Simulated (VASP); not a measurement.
These are optB86b-vdW, VASP's PBE PAW potentials (set 64) (plane waves; VASP) values and carry that method's errors.

VASP input:

KPOINTS:
```
Automatic mesh
0
Gamma
5 5 7
0 0 0
```

POSCAR:
```
SnO2
1
    4.8824159583     0.0000000000     0.0000000000
    0.0000000000     4.8824159583     0.0000000000
    0.0000000000     0.0000000000     3.3001441219
Sn O
2 4
Direct
  0.0000000000   0.0000000000   0.0000000000
  0.5000000000   0.5000000000   0.5000000000
  0.3061319584   0.3061319584   0.0000000000
  0.8061319584   0.1938680416   0.5000000000
  0.1938680416   0.8061319584   0.5000000000
  0.6938680416   0.6938680416   0.0000000000
```

INCAR:
```
AGGAC = 0.0
ALGO = Normal
EDIFF = 1E-7
EDIFFG = -0.01
ENCUT = 520
GGA = MK
IBRION = 2
ISIF = 4
ISMEAR = 0
LASPH = .TRUE.
LCHARG = .FALSE.
LMAXMIX = 4
LREAL = .FALSE.
LUSE_VDW = .TRUE.
LWAVE = .FALSE.
NELM = 100
NSW = 30
PARAM1 = 0.1234
PARAM2 = 1.0
PREC = Accurate
SIGMA = 0.05
SYSTEM = SnO2
```

POTCAR, in this order: Sn_d O (PBE.64 set). Program: vasp_std.

Unless said otherwise, spin-orbit coupling is left out, though it shifts the bands of the heavy elements here.

Question: Estimate the energy per atom (σ→0), band gap (on the k-mesh).

Answer: 
```
Quantity                           Value
------------------------  --------------
energy per atom (σ→0)     -4.160 eV/atom
band gap (on the k-mesh)         0.29 eV
```

OSZICAR:
```
...
   3 F= -.24960193E+02 E0= -.24960193E+02  d E =-.109384E-01
       N       E                     dE             d eps       ncg     rms          rms(c)
DAV:   1    -0.249603869267E+02   -0.19436E-03   -0.31343E-02  1488   0.122E+00    0.830E-02
DAV:   2    -0.249603444534E+02    0.42473E-04   -0.64720E-04  1956   0.247E-01    0.493E-02
DAV:   3    -0.249602942457E+02    0.50208E-04   -0.39459E-05  2322   0.839E-02    0.918E-03
DAV:   4    -0.249602935880E+02    0.65774E-06   -0.11288E-05  2077   0.250E-02    0.250E-03
DAV:   5    -0.249602935745E+02    0.13499E-07   -0.54200E-07  1567   0.703E-03
   4 F= -.24960294E+02 E0= -.24960294E+02  d E =-.100981E-03
```

The compound is SnO2 in the rutile structure. This cell is one point of a volume scan, at 1.06 of the reference volume. Symmetry was kept, so distortions that lower it aren't found.
